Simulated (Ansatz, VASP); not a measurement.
## Cross-check of HCl between VASP and Ansatz

Wanted: the spread between two codes on one cell, functional and k mesh. The cell is taken from a series of runs on this material, whose earlier steps may have relaxed, scaled, displaced or heated it; both programs get it as it stands.

Main program and level: Ansatz 0.2.0; plane waves, with VASP 6.6.1 beside it; relaxation of cell and atoms at LDA.

## (1) The structure

It takes space group Fmmm (No. 69, orthorhombic). The conventional cell has a = 3.063 Å, b = 6.446 Å, c = 6.482 Å, α = 90.00°, β = 90.00°, γ = 90.00°. Nearest to H lie 2 Cl at 1.53 Å. Nearest to Cl lie 2 H at 1.53 Å. Farther neighbours and most contacts between anions are not listed.

Structure file:

```xyz
2
Lattice="0.0000 3.2231 3.2411 1.5315 0.0000 3.2411 1.5315 3.2231 0.0000" Properties=species:S:1:pos:R:3 pbc="T T T"
H     0.0000    0.0000    0.0000
Cl    1.5315    3.2231    3.2411
```

## (2) VASP: relaxation of cell and atoms, LDA

The relaxed volume is the usual yardstick between codes: in a stiff, nearly cubic crystal its relative difference is about their pressure difference at one cell divided by the bulk modulus.

Lines of VASP's logs that name or quote its potential files are left out, and so is its time.

The input, INCAR:

```
SYSTEM = HCl
PREC = Accurate
ENCUT = 500
EDIFF = 1E-07
NELM = 120
ISMEAR = 0
SIGMA = 0.02
LREAL = .FALSE.
ALGO = Normal
GGA = PW92
NBANDS = 10
LORBIT = 11
LWAVE = .FALSE.
LCHARG = .FALSE.
ISIF = 3
IBRION = 2
NSW = 80
EDIFFG = -0.005
LASPH = .TRUE.
GGA_COMPAT = .FALSE.
NELMIN = 4
EFERMI = MIDGAP
```

The input, POSCAR:

```
HCl
1.0
    0.0000000000      3.2231110000      3.2410620000
    1.5314670000      0.0000000000      3.2410620000
    1.5314670000      3.2231110000      0.0000000000
H Cl
1 1
Direct
    0.0000000000      0.0000000000      0.0000000000
    0.5000000000      0.5000000000      0.5000000000
```

The input, KPOINTS:

```
Automatic mesh
0
Gamma
10 10 10
0 0 0
```

PAW data sets: H and Cl (LDA family, release 64).

Launch:

```sh
$ mpirun -np 1 vasp_std
```

Numbers of over 12 decimals in the logs are rounded to 6 here.

Output:

```text
[banner, memory and clock lines left out]
running    1 mpi-ranks, on    1 nodes
 distrk:  each k-point on    1 cores,    1 groups
 distr:  one band on    1 cores,    1 groups

 POSCAR found type information on POSCAR H Cl
 POSCAR found :  2 types and       2 ions
|                                                                             |
|               ----> ADVICE to this user running VASP <----                  |
|                                                                             |
|     You enforced a specific xc type in the INCAR file but a different       |
|     [... a line on the potential file left out ...]
|     I HOPE YOU KNOW WHAT YOU ARE DOING!                                     |
|                                                                             |

 LDA part: xc-table for (Slater(with rela. corr.)+PW92), standard interpolation
 POSCAR, INCAR and KPOINTS ok, starting setup
 FFT: planning ... GRIDC
 FFT: planning ... GRID_SOFT
 FFT: planning ... GRID
 WAVECAR not read
 entering main loop
       N       E                     dE             d eps       ncg     rms          rms(c)
DAV:   1     0.262313620431E+02    0.26231E+02   -0.32843E+03  3452   0.616E+02
DAV:   2    -0.492191070200E+01   -0.31153E+02   -0.30257E+02  4148   0.116E+02
DAV:   3    -0.625230807350E+01   -0.13304E+01   -0.13288E+01  4238   0.264E+01
DAV:   4    -0.626007664723E+01   -0.77686E-02   -0.77676E-02  4346   0.228E+00
DAV:   5    -0.626014221285E+01   -0.65566E-04   -0.65565E-04  4380   0.189E-01    0.479E+00
DAV:   6    -0.621313182997E+01    0.47010E-01   -0.10420E-01  3810   0.153E+00    0.312E+00
DAV:   7    -0.620817665354E+01    0.49552E-02   -0.45095E-02  4072   0.106E+00    0.822E-01
DAV:   8    -0.620777193121E+01    0.40472E-03   -0.45864E-03  3806   0.385E-01    0.458E-02
DAV:   9    -0.620777846771E+01   -0.65365E-05   -0.69775E-05  4068   0.577E-02    0.157E-02
DAV:  10    -0.620778216675E+01   -0.36990E-05   -0.50125E-06  4140   0.152E-02    0.362E-03
DAV:  11    -0.620778228173E+01   -0.11497E-06   -0.25379E-07  4408   0.362E-03    0.244E-03
DAV:  12    -0.620778229135E+01   -0.96223E-08   -0.53182E-08  2126   0.140E-03
   1 F= -.62077823E+01 E0= -.62077823E+01  d E =-.620778E+01
[...]
2 F= -.62079142E+01 E0= -.62079142E+01  d E =-.131872E-03
[...]
3 F= -.62079664E+01 E0= -.62079664E+01  d E =-.184121E-03
[...]
4 F= -.62079903E+01 E0= -.62079903E+01  d E =-.238490E-04
[...]
5 F= -.62080460E+01 E0= -.62080460E+01  d E =-.795716E-04
 curvature:  -2.61 expect dE=-0.205E-04 dE for cont linesearch -0.199E-04
 ZBRENT: increasing intervall
 opt :   9.3074  next Energy=    -6.208079 (dE=-0.113E-03)
 bond charge predicted
       N       E                     dE             d eps       ncg     rms          rms(c)
DAV:   1    -0.621014561311E+01   -0.20996E-02   -0.58486E-02  3470   0.147E+00    0.239E-01
DAV:   2    -0.620847101448E+01    0.16746E-02   -0.35047E-03  3598   0.336E-01    0.901E-02
DAV:   3    -0.620810837470E+01    0.36264E-03   -0.13101E-03  3720   0.196E-01    0.579E-02
DAV:   4    -0.620808802536E+01    0.20349E-04   -0.60698E-05  3880   0.431E-02    0.161E-02
DAV:   5    -0.620808536493E+01    0.26604E-05   -0.12413E-05  3744   0.201E-02    0.705E-03
DAV:   6    -0.620808530298E+01    0.61954E-07   -0.30735E-07  3796   0.370E-03
   6 F= -.62080853E+01 E0= -.62080853E+01  d E =-.118891E-03
 curvature:  -4.34 expect dE=-0.264E-05 dE for cont linesearch -0.988E-06
 trial: gam= 0.00000 g(F)=  0.627E-58 g(S)=  0.609E-06 ort =-0.253E-05 (trialstep = 0.261E+01)
 search vector abs. value=  0.609E-06
 reached required accuracy - stopping structural energy minimisation
```

From OUTCAR (step 2):

```text
ion  position               nearest neighbor table
   1  0.000  0.000  0.000-   2 1.53   2 1.53
   2  0.500  0.500  0.500-   1 1.53   1 1.53

  LATTYP: Found a face centered orthorhombic cell.
 ALAT       =     3.0629340000
 B/A-ratio  =     2.1045905658
 C/A-ratio  =     2.1163120067

 Subroutine GETGRP returns: Found  8 space group operations
 (whereof  8 operations were pure point group operations)

The static configuration has the point symmetry D_2h.

 Found    171 irreducible k-points:

   k-points           NKPTS =    171   k-points in BZ     NKDIM =    171   number of bands    NBANDS=     10

   dimension x,y,z NGX =    36 NGY =   28 NGZ =   28
   dimension x,y,z NGXF=    72 NGYF=   56 NGZF=   56

   ENCUT  =  500.0 eV  36.75 Ry    6.06 a.u.   8.33  6.54  6.51*2*pi/ulx,y,z

   NELECT =       8.0000    total number of electrons

 k-points in reciprocal lattice and weights: Automatic mesh
   0.00000000  0.00000000  0.00000000       0.001
   0.10000000 -0.00000000 -0.00000000       0.008
   0.20000000 -0.00000000 -0.00000000       0.008
   0.30000000  0.00000000  0.00000000       0.008
   0.40000000  0.00000000  0.00000000       0.008
   0.50000000  0.00000000  0.00000000       0.004
   0.10000000  0.10000000  0.00000000       0.002
   0.20000000  0.10000000 -0.00000000       0.008
   0.30000000  0.10000000  0.00000000       0.008
[...]
-0.10000000  0.40000000  0.50000000       0.002
   0.00000000  0.50000000  0.50000000       0.001

 average (electrostatic) potential at core
       1 -38.0316       2 -99.0333

 E-fermi :  -0.0958

 k-point     1 :       0.0000    0.0000    0.0000
  band No.  band energies     occupation
      1     -16.2305      2.00000
      2      -1.8621      2.00000
      3      -1.5404      2.00000
      4      -1.5388      2.00000
      5       1.8481      0.00000
      6       5.5028      0.00000
      7       9.5216      0.00000
      8      14.7437      0.00000
      9      14.7454      0.00000
    ...

 k-point     2 :       0.1000   -0.0000   -0.0000
  band No.  band energies     occupation
      1     -16.0948      2.00000
      2      -3.1421      2.00000
      3      -1.5984      2.00000
      4      -1.5637      2.00000
      5       3.3361      0.00000
      6       5.8443      0.00000
      7       9.7341      0.00000
      8      13.0874      0.00000
      9      13.2035      0.00000
    ...

 k-point     3 :       0.2000   -0.0000   -0.0000
  band No.  band energies     occupation
      1     -15.7030      2.00000
      2      -5.1684      2.00000
      3      -1.7185      2.00000
      4      -1.6184      2.00000
      5       5.8886      0.00000
      6       6.7676      0.00000
      7       9.8252      0.00000
      8      11.3331      0.00000
      9      12.1612      0.00000
    ...

  Total       -0.0032059     -0.0021871     -0.0031937     -0.0000000      0.0000000      0.0000000
  in kB       -0.1592559     -0.1086468     -0.1586530     -0.0000000      0.0000000      0.0000000
  external PRESSURE =      -0.1421852 kB  Pullay stress =       0.0000000 kB

  energy-cutoff  :      500.00
  volume of cell :       32.25
      direct lattice vectors                 reciprocal lattice vectors
     0.000000000  3.248334928  3.249092308    -0.327236512  0.153925014  0.153889134
     1.527946859  0.000000000  3.249092308     0.327236512 -0.153925014  0.153889134
     1.527946859  3.248334928  0.000000000     0.327236512  0.153925014 -0.153889134

 POSITION                                       TOTAL-FORCE (eV/Angst)
 -----------------------------------------------------------------------------------
      0.00000      3.24833      3.24909        -0.000000     -0.000000     -0.000000
      1.52795      3.24833      3.24909         0.000000      0.000000      0.000000
 -----------------------------------------------------------------------------------
    total drift:                                0.000000      0.000000      0.000000

  FREE ENERGIE OF THE ION-ELECTRON SYSTEM (eV)
  ---------------------------------------------------
  free  energy   TOTEN  =        -6.2080853030 eV

  energy  without entropy=       -6.2080853030  energy(sigma->0) =       -6.20808530

 reached required accuracy - stopping structural energy minimisation

 total charge
# of ion       s       p       d       tot
------------------------------------------
    1        0.416   0.050   0.000   0.465
    2        1.580   3.559   0.000   5.140
--------------------------------------------------
tot          1.996   3.609   0.000   5.605

[... 3 further parts left out ...]
```

The run keeps the 8 symmetry operations of its start, so it cannot find a distortion of lower symmetry.

## (3) Ansatz: relaxation of cell and atoms, LDA

Ansatz runs on norm-conserving files, of PseudoDojo where its log says so.

The same cell, functional (in two slightly different forms), mesh and smearing now go to Ansatz.

The input, input.yaml:

```yaml
crystal:
  lattice:
    - [0.0, 3.2231107607, 3.2410618827]
    - [1.5314665413, 0.0, 3.2410618827]
    - [1.5314665413, 3.2231107607, 0.0]
  atoms:
    - { symbol: H, position: [0.0, 0.0, 0.0] }
    - { symbol: Cl, position: [0.5, 0.5, 0.5] }
kpoints:
  mp_grid: { grid: [10, 10, 10] }
hamiltonian:
  xc: lda
  pseudopotentials: { kind: nc, accuracy: standard }
scf:
  occupations: { method: gaussian, width: 0.02 }
output:
  forces: true
  stress: true
  eigenvalues: true
basis:
  ecutwfc: 1061.244
relax:
  adjacent_minimum: "off"
  f_tol: 0.003
  max_steps: 80
  cell: { stress_tol: 0.03 }
```

Launch:

```sh
$ ansatz run input.yaml --threads 4 --pin off --max-ram 8192MiB --backend cpu --events-out ev --progress --plain --runs-dir out
```

Output:

```text
Engine: ansatz 0.2.0, aarch64-unknown-linux-gnu
Pseudopotentials: kind: nc
Pseudopotential: H, nc, valence charge 1, recommended cutoff 1006.821291 eV (normal), H.nc.azcp (PseudoDojo's, or run here from an input of PseudoDojo's; its table is named by hamiltonian.pseudopotentials.accuracy)
Pseudopotential: Cl, nc, valence charge 7, recommended cutoff 761.918815 eV (normal), Cl.nc.azcp (PseudoDojo's, or run here from an input of PseudoDojo's; its table is named by hamiltonian.pseudopotentials.accuracy)
Functional definition: SPW92
  exchange = slater_x
  correlation = pw_c
Crystal: 2 atoms, lattice volume = 31.996 Å³
Basis set: ecut = 1061.244 eV, 2537 PW (Γ)
Bands: 8, of which v1, the nominal top of the filled ones, is band 4 counted from 1 (3 counted from 0)
Symmetry: 8 space group operations
Space group: Fmmm (ITA 69), of the structure as read, at distance tolerance 3.2e-5 Å
k-points: 171 of 1000
Non-local potential: H, projectors of the file, l = 0: 2, l = 1: 1
Non-local potential: Cl, projectors of the file, l = 0: 2, l = 1: 2, l = 2: 2
Initial density: superposition of atomic densities (chi_scale 0.1, normalization cell, long waves kept (reshape's long-wave potential 0.01 eV rms))
Initial wavefunctions: pseudopotential atomic-orbital guess
Functional: x = slater, c = lda
SCF iter   1: F=—  HF=-462.340379 eV  |F-HF|=—  |Δ(HF+E_count)|=         —  Δρ=2.18e-2  dr2=1.24e-1  ethr=3.10e-3  ⟨swp⟩=8.3  Hψ=14679  notcnv=0
preconditioner: auto → none  [insulator: Δε(μ)=2.448 eV  Ē_g=15.544 eV  σ=0.020 eV  W_gap=1.00  n_scr=4 (ndim 8)  ℏωp=18.6 eV  f_vac=0.028  D(μ)=0.00/eV (n_scr^D=0)  ε∞_Penn≈2.4]
SCF iter   2: F=—  HF=-462.310942 eV  |F-HF|=—  |Δ(HF+E_count)|=   2.94e-2  Δρ=9.24e-3  dr2=1.08e-2  ethr=1.55e-3  ⟨swp⟩=3.4  Hψ=3998  notcnv=0
SCF iter   3: F=—  HF=-462.311102 eV  |F-HF|=—  |Δ(HF+E_count)|=   1.59e-4  Δρ=3.17e-3  dr2=1.42e-3  ethr=1.35e-4  ⟨swp⟩=1.6  Hψ=1565  notcnv=0
SCF iter   4: F=—  HF=-462.311276 eV  |F-HF|=—  |Δ(HF+E_count)|=   1.75e-4  Δρ=2.39e-4  dr2=9.16e-6  ethr=1.77e-5  ⟨swp⟩=2.2  Hψ=1908  notcnv=0
SCF iter   5: F=—  HF=-462.311288 eV  |F-HF|=—  |Δ(HF+E_count)|=   1.13e-5  Δρ=5.27e-5  dr2=5.78e-7  ethr=1.14e-7  ⟨swp⟩=2.2  Hψ=2074  notcnv=0
SCF iter   6: F=-462.311287 eV  HF=-462.311288 eV  |F-HF|=2.12e-8  |Δ(HF+E_count)|=   2.62e-7  Δρ=1.33e-5  dr2=3.46e-8  ethr=1.25e-9  ⟨swp⟩=7.8  Hψ=8446  notcnv=0
SCF 1 converged in 6 iterations: F = -462.311287 eV  dr2 = 3.46e-8
relax step   1: F+E_penalty+E_count = -462.31128748 eV  Δ(F+E_penalty+E_count) = +0.000e0 eV  max|allowed force component| = 4.930e-32 eV/Å  Δτ_max = 0.0000 Å  P = +0.021 GPa  Ω = 31.996 Å³  (6 SCF iters, dr2 threshold 1.00e-7 eV, accepted)
[...]
relax step   2: F+E_penalty+E_count = -462.31166515 eV  Δ(F+E_penalty+E_count) = -3.777e-4 eV  max|allowed force component| = 3.205e-30 eV/Å  Δτ_max = 0.0000 Å  P = +0.034 GPa  Ω = 32.260 Å³  energy of the carried Pulay correction = -6.182e-6 eV  (3 SCF iters, dr2 threshold 2.00e-7 eV, accepted)
[...]
relax step   3: F+E_penalty+E_count = -462.31186846 eV  Δ(F+E_penalty+E_count) = -2.033e-4 eV  max|allowed force component| = 3.537e-29 eV/Å  Δτ_max = 0.0000 Å  P = +0.016 GPa  Ω = 32.661 Å³  energy of the carried Pulay correction = -1.549e-5 eV  (3 SCF iters, dr2 threshold 7.23e-8 eV, accepted)
[...]
relax step   4: F+E_penalty+E_count = -462.31188579 eV  Δ(F+E_penalty+E_count) = -1.733e-5 eV  max|allowed force component| = 3.536e-29 eV/Å  Δτ_max = 0.0000 Å  P = +0.016 GPa  Ω = 32.661 Å³  stress off target by 2.30e-2 GPa  SCF on the basis re-selected at this cell (its energy is not comparable with the rows above)  (4 SCF iters)
basis re-selected at this cell: Δ(F+E_penalty+E_count) = -1.733e-5 eV, ΔP = +0.000 GPa vs the last step (what re-selecting the basis moved, of the pressure what is left beyond the Pulay correction that the steps carried, after the strain that the cell walked since its last selection, with what the two solves' SCF thresholds leave and, on support functions, any second-order correction that the steps lacked; it is no m [...]
SCF converged after 4 iterations
Free energy (F): -462.311886 eV
Harris-Foulkes:  -462.311886 eV  (|F-HF|=1.53e-12)
Internal energy: -462.311886 eV  (E = F + TS)
E sigma→0 (E₀):  -462.311886 eV
Fermi energy:    0.768713 eV
--- Per-component energies (eV) ---
  E_band       = -44.142752
  E_kinetic    = 164.509963
  E_local      = -324.978346  (includes V_loc(G=0)·N_el)
  E_nonlocal   = 59.898418
  E_hartree    = 87.360871
  E_xc         = -129.863875
  E_vxc        = -118.294527  (∫ρ·V_xc dr)
  E_ewald      = -319.238917
  E_smearing   = -0.000000  (= −TS)
  E_closure    = 0.000000  (closes the sum)
  Σ components = -462.311886   (vs F -462.311886, Δ=0.00e0)
--- Forces (eV/Å), atoms counted from 1 ---
  atom   1  H     -0.00000000    -0.00000000     0.00000000
  atom   2  Cl    -0.00000000    -0.00000000     0.00000000
  max |Σ_I F_I| component: 8.07e-29 eV/Å
--- Stress (GPa, compression-positive) ---
        0.023016       0.000000      -0.000000
        0.000000       0.015557      -0.000000
       -0.000000      -0.000000       0.010658
  P = ⅓ Tr σ = 0.0164 GPa (0.164 kbar)
--- Band table (eV; the first three rows and the last of 171) ---
  k-point 0: bands = ["-15.3345", "-1.0097", "-0.6675", "-0.6657", "2.6630", "6.3328", "10.2517", "15.1247"]
  k-point 1: bands = ["-15.2004", "-2.2855", "-0.7219", "-0.6881", "4.1396", "6.6727", "10.4599", "13.6872"]
  k-point 2: bands = ["-14.8135", "-4.3034", "-0.8341", "-0.7366", "6.6628", "7.5958", "10.5632", "12.0188"]
  k-point 170: bands = ["-14.9859", "-3.1164", "-1.2059", "-0.4314", "2.3187", "9.7274", "11.1570", "13.6695"]
--- Relaxed structure (3 steps of the walk, 3 accepted, 1 SCFs on fresh bases) ---
  F+E_penalty+E_count = -462.31188579 eV   max|allowed force component| = 3.536e-29 eV/Å   (the final SCF, on the basis selected at the relaxed cell)
  cell:  # Å, volume = 32.6608 Å³
    - [0.0, 3.267337, 3.268243]
    - [1.529284, 0.0, 3.268243]
    - [1.529284, 3.267337, 0.0]
  atoms:
    - { symbol: H, position: [0, 0, 0] }
    - { symbol: Cl, position: [0.500000, 0.500000, 0.5] }
```

Reading the cycles: dr2 is the Hartree energy of the density residual (eV), the measure of convergence; HF is the Harris–Foulkes estimate of the energy, which meets the free energy F at convergence.

## (4) Comparison

Known differences besides the potentials themselves: the cutoff is 1061.24 eV in Ansatz and 500 eV in VASP; VASP's log shows a relativistic correction to its local exchange, Ansatz's none; Ansatz adds a Pulay correction to the stress that steers its cell, VASP none. Total energies have different zeros and are not compared.

The two programs side by side:

| quantity | Ansatz | VASP | difference |
| --- | --- | --- | --- |
| volume (Å³) | 32.66 | 32.25 | +1.27 % |
| edge a after relaxation, in the typed setting (Å) | 4.621 | 4.594 | +0.59 % |
| edge b after relaxation, in the typed setting (Å) | 3.608 | 3.590 | +0.50 % |

## (5) Outcome

```json
{"difference in volume (relaxation of cell and atoms, LDA)": "1.3 %"}
```

What this shows: The difference in volume is 1.3 % (relaxation of cell and atoms, LDA), beyond the 1.2 % picked in this series as the mark of a large difference, as far as the stopping tolerances let one tell. What causes the difference of the relaxation of cell and atoms, LDA pair stays open here. Such differences can come from data sets, numerical settings and the points named under the comparisons, not from the functional's error against experiment.

[Lines on the potential files, build, host, timing and source positions are cut from VASP's logs without a mark.]

[Logs are printed without paths, hosts, clocks, repeated set-up lines and the standing remarks that a program may print on its own settings, such as how far it seeks lower states.]

[Hosts, paths, dates, database ids (printed as entryN), source tags and the programs' standing remarks are cut or masked in the printed files.]
